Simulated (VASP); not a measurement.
## MgH8Cl2O4: single point with PBE+D3(BJ)

MgH8Cl2O4:

```
O H Mg Cl
1.0
     5.70827    0.00000    0.00000
     0.00000    5.70827    0.00000
     0.00000    0.00000    5.70827
O H Mg Cl
4 8 1 2
Cartesian
  2.2671 5.1868 5.3822
  4.7072 6.3559 3.0467
  1.9552 1.2260 1.9615
  5.4309 0.3701 0.3326
  2.1309 4.7350 4.5462
  2.6533 4.5148 6.0616
  5.2895 5.4780 3.1965
  3.9548 6.0258 2.5977
  2.0493 1.0105 1.0523
  2.4255 2.0523 2.1223
  5.8618 -0.1182 -0.3342
  5.0879 1.0666 -0.2399
  5.7454 1.8840 1.9799
  0.6907 3.5999 3.3726
  3.8983 3.3268 1.0737
```

The cell was built by a generator and needn't be a form met in nature.

```yaml
Program: VASP 6.6.1
Task: single point
Functional: PBE
Dispersion: D3(BJ)
Potentials_or_basis: VASP PAW PBE potentials, release 64 (O, H, Mg, Cl)
Cutoff: 520 eV
k_mesh: 1 × 1 × 1
Occupations: fermi-dirac, width 0.002 eV
Spin: no spin polarisation
Dipole_correction: no
Further_INCAR_settings: LREAL = Auto; ALGO = Normal; EDIFF = 1e-06; NBANDS = 37
```

```yaml
Pressure: 3.1 GPa
Largest_force: 3.555 eV/Å
Band_gap_on_the_k_mesh: 4.28 eV, direct
Dispersion_energy_per_atom: -0.065 eV
```

Forces on the atoms (eV/Å):
```
O    0.333  0.325  1.738
O    2.645 -1.570  1.781
O   -1.307 -0.331  2.043
O   -1.019  2.227  1.367
H    0.000 -0.633 -0.529
H   -0.489  0.876 -1.511
H   -1.177  1.275 -0.388
H   -1.951 -0.815 -0.901
H    0.721 -0.955 -2.450
H    0.979  0.988 -0.107
H    1.884 -1.993 -0.893
H   -0.983  0.655 -0.266
Mg  -0.448  0.355 -0.602
Cl  -0.037  0.578  0.129
Cl   0.848 -0.981  0.589
```

Stress tensor (GPa, compression positive):
```
 4.17  2.31 -0.13
 2.31  0.03  1.58
-0.13  1.58  5.03
```

Levels at points of the mesh, in eV from the valence-band top:
```csv
k point,band 22,band 23,band 24,band 25,band 26,band 27
"(0.00, 0.00, 0.00)",-0.46,-0.24,0.00,4.28,6.77,7.66
```

Wall time 15 s on 1 thread of Intel(R) Xeon(R) Platinum 8488C (Sapphire Rapids), on a shared host, peak memory 0.25 GiB.
